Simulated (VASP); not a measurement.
Output of a VASP run:

OSZICAR:
```
       N       E                     dE             d eps       ncg     rms          rms(c)
DAV:   1     0.268453236911E+03    0.26845E+03   -0.16980E+04  3080   0.216E+03
DAV:   2    -0.122475240937E+02   -0.28070E+03   -0.27078E+03  3086   0.413E+02
DAV:   3    -0.416902043400E+02   -0.29443E+02   -0.28290E+02  4098   0.154E+02
DAV:   4    -0.429748311104E+02   -0.12846E+01   -0.12721E+01  3758   0.336E+01
DAV:   5    -0.430142691678E+02   -0.39438E-01   -0.39420E-01  3950   0.536E+00    0.319E+01
DAV:   6    -0.417252904239E+02    0.12890E+01   -0.88666E+01  4080   0.135E+02    0.176E+01
DAV:   7    -0.375841057735E+02    0.41412E+01   -0.27763E+01  3788   0.855E+01    0.926E+00
DAV:   8    -0.375281234281E+02    0.55982E-01   -0.16202E+00  3608   0.125E+01    0.360E+00
DAV:   9    -0.374957150011E+02    0.32408E-01   -0.11982E-01  4716   0.410E+00    0.114E+00
DAV:  10    -0.375002924616E+02   -0.45775E-02   -0.27885E-02  4292   0.159E+00    0.570E-01
DAV:  11    -0.375017138850E+02   -0.14214E-02   -0.48231E-03  4224   0.883E-01    0.196E-01
DAV:  12    -0.375016143666E+02    0.99518E-04   -0.64878E-04  4106   0.313E-01    0.942E-02
DAV:  13    -0.375016358310E+02   -0.21464E-04   -0.22532E-04  4084   0.218E-01    0.651E-02
DAV:  14    -0.375016522998E+02   -0.16469E-04   -0.48741E-05  3862   0.108E-01    0.184E-02
DAV:  15    -0.375016523808E+02   -0.81072E-07   -0.32671E-06  4308   0.264E-02    0.618E-03
DAV:  16    -0.375016519532E+02    0.42767E-06   -0.26097E-07  2684   0.623E-03    0.368E-03
DAV:  17    -0.375016517257E+02    0.22750E-06   -0.29183E-07  2810   0.652E-03    0.103E-03
DAV:  18    -0.375016516714E+02    0.54270E-07   -0.49665E-08  1720   0.248E-03
   1 F= -.37501652E+02 E0= -.37502000E+02  d E =0.104508E-02  mag=     2.0991
```

**OUTCAR**
```
------------------------ aborting loop because EDIFF is reached ----------------------------------------
  FORCE on cell =-STRESS in cart. coord.  units (eV):
  Direction    XX          YY          ZZ          XY          YZ          ZX
  --------------------------------------------------------------------------------------
  Total        4.9921440      4.9921440      4.9921440     -0.0000000     -0.0000000      0.0000000
  in kB      169.2629130    169.2629130    169.2629130     -0.0000000     -0.0000000      0.0000000
  external PRESSURE =     169.2629130 kB  Pullay stress =       0.0000000 kB
  volume of cell :       47.25
      direct lattice vectors                 reciprocal lattice vectors
     3.615307913  0.000000000  0.000000000     0.276601613  0.000000000  0.000000000
     0.000000000  3.615307913  0.000000000     0.000000000  0.276601613  0.000000000
     0.000000000  0.000000000  3.615307913     0.000000000  0.000000000  0.276601613
 POSITION                                       TOTAL-FORCE (eV/Angst)
 -----------------------------------------------------------------------------------
      0.00000      0.00000      0.00000         0.000000      0.000000      0.000000
      1.80765      1.80765      1.80765         0.000000      0.000000      0.000000
      0.00000      1.80765      1.80765         0.000000      0.000000      0.000000
      1.80765      1.80765      0.00000         0.000000      0.000000      0.000000
      1.80765      0.00000      1.80765         0.000000      0.000000      0.000000
 -----------------------------------------------------------------------------------
    total drift:                                0.000000      0.000000     -0.000000
  FREE ENERGIE OF THE ION-ELECTRON SYSTEM (eV)
  ---------------------------------------------------
  free  energy   TOTEN  =       -37.5016516714 eV

  energy  without entropy=      -37.5026967480  energy(sigma->0) =      -37.50200003

 total charge

# of ion       s       p       d       tot
------------------------------------------
    1        0.391   0.400   0.000   0.791
    2        1.240   2.576   0.000   3.816
    3        0.461   0.693   7.603   8.756
    4        0.461   0.693   7.603   8.756
    5        0.461   0.693   7.603   8.756
--------------------------------------------------
tot          3.013   5.055  22.808  30.876

 magnetization (x)

# of ion       s       p       d       tot
------------------------------------------
    1       -0.006  -0.007   0.000  -0.013
    2        0.001   0.080   0.000   0.081
    3        0.004  -0.001   0.693   0.696
    4        0.004  -0.001   0.693   0.696
    5        0.004  -0.001   0.693   0.696
--------------------------------------------------
tot          0.006   0.070   2.079   2.155
```
(Selected blocks of OUTCAR.)

File POSCAR:
```
AlCo3N
1
    3.6153079132     0.0000000000     0.0000000000
    0.0000000000     3.6153079132     0.0000000000
    0.0000000000     0.0000000000     3.6153079132
Al N Co
1 1 3
Direct
  0.0000000000   0.0000000000   0.0000000000
  0.5000000000   0.5000000000   0.5000000000
  0.0000000000   0.5000000000   0.5000000000
  0.5000000000   0.5000000000   0.0000000000
  0.5000000000   0.0000000000   0.5000000000
```

Question: Reconstruct the remaining input files.

Answer: This is not unique; one that fits is the input of the run itself, PBEsol GGA, plane waves, VASP's PBE PAW potentials (set 64).

**INCAR**
```
ALGO = Normal
EDIFF = 1E-7
ENCUT = 600
GGA = PS
ISIF = 2
ISMEAR = 1
ISPIN = 2
LASPH = T
LCHARG = F
LMAXMIX = 4
LORBIT = 10
LREAL = F
LWAVE = F
MAGMOM = -0.0 0.1 3*0.8
NELM = 100
PREC = Accurate
SIGMA = 0.1
SYSTEM = AlCo3N
```

**KPOINTS**
```
Automatic mesh
0
Gamma
8 8 8
0 0 0
```

POTCAR, in this order: Al N Co (PBE.64 set). Program: vasp_std.

The moments were started parallel, and other spin orders were not tried in this run.

The structure was generated: AlCo3N was put into the cubic-perovskite type (Pm-3m), which need not be its known phase. This cell was strained or had an atom moved on purpose.
